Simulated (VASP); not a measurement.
Set up this calculation in VASP 6.6.1, as the native input.

| Quantity | Value |
| --- | --- |
| Task | single point |
| Functional | RPBE |
| Potentials or basis | VASP PAW PBE potentials, release 64 (Cu, Ca_pv, S, O) |
| Cutoff | 500 eV |
| k mesh | 7 × 7 × 4 |
| Occupations | gaussian, width 0.1 eV |
| Spin | no spin polarisation |
| Further INCAR settings | ALGO = Normal; EDIFF = 1e-06 |

The structure of Ca2CuS2O2 lies in POSCAR:

```
Ca2CuS2O2
1.0
    3.8624990000      0.0000000000      0.0000000000
    0.0000000000      3.8624990000      0.0000000000
    0.0000000000      0.0000000000      7.7454740000
Cu Ca S O
1 2 2 2
Direct
    0.0000000000      0.0000000000      0.5000000000
    0.5000000000      0.5000000000      0.2918880000
    0.5000000000      0.5000000000      0.7081120000
    0.0000000000      0.0000000000      0.1383120000
    0.0000000000      0.0000000000      0.8616880000
    0.5000000000      0.0000000000      0.5000000000
    0.0000000000      0.5000000000      0.5000000000
```

The cell comes from a database or a generator and needn't be the stable form of this composition.

These files were run (other wordings do the same):

INCAR

```
ALGO = Normal ; EDIFF = 1E-6
ENCUT = 500 ; GGA = RP
ISIF = 2 ; ISMEAR = 0
LASPH = T ; LCHARG = F
LREAL = F ; LWAVE = F
NELM = 60 ; PREC = Accurate
SIGMA = 0.1
```

KPOINTS

```
k-points
0
Gamma
  7 7 4
```

Potentials or basis: VASP PAW PBE potentials, release 64 (Cu, Ca_pv, S, O).

The run is started by

```console
$ cat potpaw_PBE.64/Cu/POTCAR potpaw_PBE.64/Ca_pv/POTCAR potpaw_PBE.64/S/POTCAR potpaw_PBE.64/O/POTCAR > POTCAR
$ mpirun -np 1 vasp_std > vasp.out
```

It gave:

```yaml
Pressure: 3.1 GPa
Largest_force: 0.097 eV/Å
Band_gap_on_the_k_mesh: none (metal or under the smearing width)
```

Caveat: the PAW data sets were made with another functional, which shifts forces and pressure a little; an odd number of electrons without spin polarisation forces a metal; a magnetic or distorted state may lie lower; the run has no spin polarisation, though such a crystal can be magnetic; semilocal functionals often make such compounds metallic where correlation or magnetic order opens a gap, which also shifts bond lengths.

It took 100 s on 1 thread of AMD EPYC 7R13 Processor (Zen 3), on a shared host, peak memory 0.23 GiB.
